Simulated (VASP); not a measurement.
These are PBEsol GGA, VASP's PBE PAW potentials (set 64) (plane waves; VASP) values and carry that method's errors.

VASP input:

**KPOINTS**
```
Automatic mesh
0
Gamma
12 12 12
0 0 0
```

**POSCAR**
```
HfC
3.322630
  0.0000000000   0.7208329949   0.6931086489
  0.6931086489   0.0000000000   0.6931086489
  0.6931086489   0.7208329949   0.0000000000
Hf C
1 1
direct
  0.0000000000   0.0000000000   0.0000000000
  0.5000000000   0.5000000000   0.5000000000
```

INCAR:
```
! general
SYSTEM  = HfC
PREC    = Accurate
ENCUT   = 600
LREAL   = F
LASPH   = T

! electronic loop
EDIFF   = 1E-7
NELM    = 100
ALGO    = Normal
LMAXMIX = 6

! smearing
ISMEAR  = 1
SIGMA   = 0.1

! functional
GGA     = PS

! ions
ISIF    = 2

! output
LWAVE   = F
LCHARG  = F
```

POTCAR, in this order: Hf_pv C (PBE.64 set). Program: vasp_std.

Unless said otherwise, spin-orbit coupling is left out, though it shifts the bands of the heavy elements here.

**Question.** What does the run give for the energy per atom (σ→0), pressure, band gap (on the k-mesh)?

**Answer.** 
The energy per atom (σ→0) is -11.069 eV/atom and the band gap (on the k-mesh) is none (metal, semimetal or under 0.01 eV). The pressure is -8.68 GPa.

**OSZICAR**
```
...
DAV:   8    -0.221436992626E+02    0.12203E-01   -0.62825E-02  4021   0.239E+00    0.521E+00
DAV:   9    -0.221377123747E+02    0.59869E-02   -0.29022E-02  4085   0.104E+00    0.194E+00
DAV:  10    -0.221374121799E+02    0.30019E-03   -0.97352E-04  4275   0.264E-01    0.443E-01
DAV:  11    -0.221373959713E+02    0.16209E-04   -0.20600E-04  4152   0.102E-01    0.265E-02
DAV:  12    -0.221373945218E+02    0.14495E-05   -0.60496E-06  4125   0.220E-02    0.559E-02
DAV:  13    -0.221373941023E+02    0.41948E-06   -0.33259E-07  4137   0.595E-03    0.224E-03
DAV:  14    -0.221373940947E+02    0.75850E-08   -0.47635E-09  2051   0.613E-04
   1 F= -.22137394E+02 E0= -.22137307E+02  d E =-.261257E-03
```

The compound is HfC in the rock salt structure. This cell was strained or had an atom moved on purpose.
